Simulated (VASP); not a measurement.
Output of a VASP run:

File OSZICAR:
```
       N       E                     dE             d eps       ncg     rms          rms(c)
DAV:   1     0.419076423471E+03    0.41908E+03   -0.25102E+04  1750   0.216E+03
DAV:   2     0.120194914823E+02   -0.40706E+03   -0.39918E+03  1938   0.542E+02
DAV:   3    -0.357225221191E+02   -0.47742E+02   -0.46059E+02  2952   0.165E+02
DAV:   4    -0.388381363016E+02   -0.31156E+01   -0.30395E+01  2358   0.469E+01
DAV:   5    -0.390143060921E+02   -0.17617E+00   -0.17549E+00  2848   0.969E+00    0.215E+01
DAV:   6    -0.379041720764E+02    0.11101E+01   -0.46467E+01  2001   0.755E+01    0.114E+01
DAV:   7    -0.386817504452E+02   -0.77758E+00   -0.22948E+01  2492   0.344E+01    0.719E+00
DAV:   8    -0.363068383377E+02    0.23749E+01   -0.18947E+01  2315   0.279E+01    0.784E+00
DAV:   9    -0.381961387174E+02   -0.18893E+01   -0.12766E+01  2493   0.214E+01    0.434E+00
DAV:  10    -0.382375860442E+02   -0.41447E-01   -0.20477E+00  2487   0.766E+00    0.169E+00
DAV:  11    -0.382122778055E+02    0.25308E-01   -0.16917E-01  2535   0.356E+00    0.924E-01
DAV:  12    -0.382414385245E+02   -0.29161E-01   -0.32198E-02  2467   0.135E+00    0.404E-01
DAV:  13    -0.382501222787E+02   -0.86838E-02   -0.90217E-02  2670   0.170E+00    0.263E-01
DAV:  14    -0.382499983408E+02    0.12394E-03   -0.11653E-02  2322   0.609E-01    0.577E-02
DAV:  15    -0.382504153550E+02   -0.41701E-03   -0.84843E-04  2377   0.194E-01    0.460E-02
DAV:  16    -0.382504144837E+02    0.87130E-06   -0.79199E-05  1970   0.742E-02    0.430E-02
DAV:  17    -0.382504038038E+02    0.10680E-04   -0.90464E-05  2716   0.360E-02    0.115E-02
DAV:  18    -0.382504074996E+02   -0.36959E-05   -0.10134E-05  2031   0.268E-02    0.414E-03
DAV:  19    -0.382504092131E+02   -0.17135E-05   -0.20500E-06  1914   0.163E-02    0.302E-03
DAV:  20    -0.382504092904E+02   -0.77259E-07   -0.65044E-07  2161   0.762E-03
   1 F= -.38250409E+02 E0= -.38250451E+02  d E =0.125294E-03
```

File OUTCAR:
```
------------------------ aborting loop because EDIFF is reached ----------------------------------------
  FORCE on cell =-STRESS in cart. coord.  units (eV):
  Direction    XX          YY          ZZ          XY          YZ          ZX
  --------------------------------------------------------------------------------------
  Total       -2.7235115     -2.7235115     -2.7235115     -0.0000000     -0.0000000      0.0000000
  in kB      -69.9907367    -69.9907367    -69.9907367     -0.0000000     -0.0000000      0.0000000
  external PRESSURE =     -69.9907367 kB  Pullay stress =       0.0000000 kB
  volume of cell :       62.34
      direct lattice vectors                 reciprocal lattice vectors
     3.965211994  0.000000000  0.000000000     0.252193326  0.000000000  0.000000000
     0.000000000  3.965211994  0.000000000     0.000000000  0.252193326  0.000000000
     0.000000000  0.000000000  3.965211994     0.000000000  0.000000000  0.252193326
 POSITION                                       TOTAL-FORCE (eV/Angst)
 -----------------------------------------------------------------------------------
      0.00000      0.00000      0.00000         0.000000      0.000000      0.000000
      0.00000      1.98261      1.98261         0.000000      0.000000      0.000000
      1.98261      0.00000      1.98261         0.000000      0.000000      0.000000
      1.98261      1.98261      0.00000         0.000000      0.000000      0.000000
 -----------------------------------------------------------------------------------
    total drift:                                0.000000      0.000000     -0.000000
  FREE ENERGIE OF THE ION-ELECTRON SYSTEM (eV)
  ---------------------------------------------------
  free  energy   TOTEN  =       -38.2504092904 eV

  energy  without entropy=      -38.2505345840  energy(sigma->0) =      -38.25045105
```
(Selected blocks of OUTCAR.)

### POSCAR
```
Pt3Ti
1
    3.9652119936     0.0000000000     0.0000000000
    0.0000000000     3.9652119936     0.0000000000
    0.0000000000     0.0000000000     3.9652119936
Ti Pt
1 3
Direct
  0.0000000000   0.0000000000   0.0000000000
  0.0000000000   0.5000000000   0.5000000000
  0.5000000000   0.0000000000   0.5000000000
  0.5000000000   0.5000000000   0.0000000000
```

Write an INCAR and KPOINTS that could have produced this output.

Several could match; the one computed here: the input of the run itself, TPSS meta-GGA, plane waves, VASP's PBE PAW potentials (set 64).

### KPOINTS
```
Automatic mesh
0
Gamma
8 8 8
0 0 0
```

INCAR:
```
LASPH = T
NELM = 100   # most electronic steps
LWAVE = F
METAGGA = TPSS
SIGMA = 0.1   # width (eV)
LREAL = F   # projection in real space or not
LMIXTAU = T
ISMEAR = 1   # Methfessel-Paxton
LCHARG = F
ENCUT = 520
ISIF = 2   # forces and stress, cell fixed
SYSTEM = Pt3Ti
EDIFF = 1E-7   # SCF stop (eV)
ALGO = Normal
LMAXMIX = 6   # l cut-off of mixed one-centre charges
PREC = Accurate
```

POTCAR, in this order: Ti_sv Pt (PBE.64 set). Program: vasp_std.

The compound is Pt3Ti in the L1_2 structure. This cell is one point of a volume scan, at 1.03 of the reference volume.
